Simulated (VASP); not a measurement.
```
CELL_PARAMETERS angstrom
      0.00000     7.31613     7.31613
      7.31613     0.00000     7.31613
      7.31613     7.31613     0.00000
ATOMIC_POSITIONS crystal
  Be 0.00000 0.00000 0.00000
  Be 0.00000 0.00000 0.33333
  Be 0.00000 0.00000 0.66667
  Be 0.00000 0.33333 0.00000
  Be 0.00000 0.33333 0.33333
  Be 0.00000 0.33333 0.66667
  Be 0.00000 0.66667 0.00000
  Be 0.00000 0.66667 0.33333
  Be 0.00000 0.66667 0.66667
  Be 0.33333 0.00000 0.00000
  Be 0.33333 0.00000 0.33333
  Be 0.33333 0.00000 0.66667
  Be 0.33333 0.33333 0.00000
  Be 0.33333 0.33333 0.33333
  Be 0.33333 0.33333 0.66667
  Be 0.33333 0.66667 0.00000
  Be 0.33333 0.66667 0.33333
  Be 0.33333 0.66667 0.66667
  Be 0.66667 0.00000 0.00000
  Be 0.66667 0.00000 0.33333
  Be 0.66667 0.00000 0.66667
  Be 0.66667 0.33333 0.00000
  Be 0.66667 0.33333 0.33333
  Be 0.66667 0.33333 0.66667
  Be 0.66667 0.66667 0.00000
  Be 0.66667 0.66667 0.33333
  Be 0.66667 0.66667 0.66667
  S  0.25000 0.25000 0.25000
  S  0.25000 0.25000 0.58333
  S  0.25000 0.25000 0.91667
  S  0.25000 0.58333 0.25000
  S  0.25000 0.58333 0.58333
  S  0.25000 0.58333 0.91667
  S  0.25000 0.91667 0.25000
  S  0.25000 0.91667 0.58333
  S  0.25000 0.91667 0.91667
  S  0.58333 0.25000 0.25000
  S  0.58333 0.25000 0.58333
  S  0.58333 0.25000 0.91667
  S  0.58333 0.58333 0.25000
  S  0.58333 0.58333 0.58333
  S  0.58333 0.58333 0.91667
  S  0.58333 0.91667 0.25000
  S  0.58333 0.91667 0.58333
  S  0.58333 0.91667 0.91667
  S  0.91667 0.25000 0.25000
  S  0.91667 0.25000 0.58333
  S  0.91667 0.25000 0.91667
  S  0.91667 0.58333 0.25000
  S  0.91667 0.58333 0.58333
  S  0.91667 0.58333 0.91667
  S  0.91667 0.91667 0.25000
  S  0.91667 0.91667 0.58333
  S  0.91667 0.91667 0.91667
```

Method: PBE GGA, VASP's PBE PAW potentials (set 64) (plane waves; VASP). Numerical set-up: PREC = Normal, LREAL = Auto, 400 eV cut-off, 1×1×1 Γ-centred mesh, Gaussian smearing of 0.050 eV, potentials Be S.

The supercell is sampled at Γ alone, which is coarse: total energies, pressure and levels can be off, energies of defects by several tenths of an eV.

Q: Estimate the energy per atom (σ→0), pressure.

A: 
```json
{
  "energy per atom (σ→0)": "-4.886 eV/atom",
  "pressure": "2.11 GPa"
}
```

The cell is a supercell, built from a database entry that may be metastable or hypothetical.
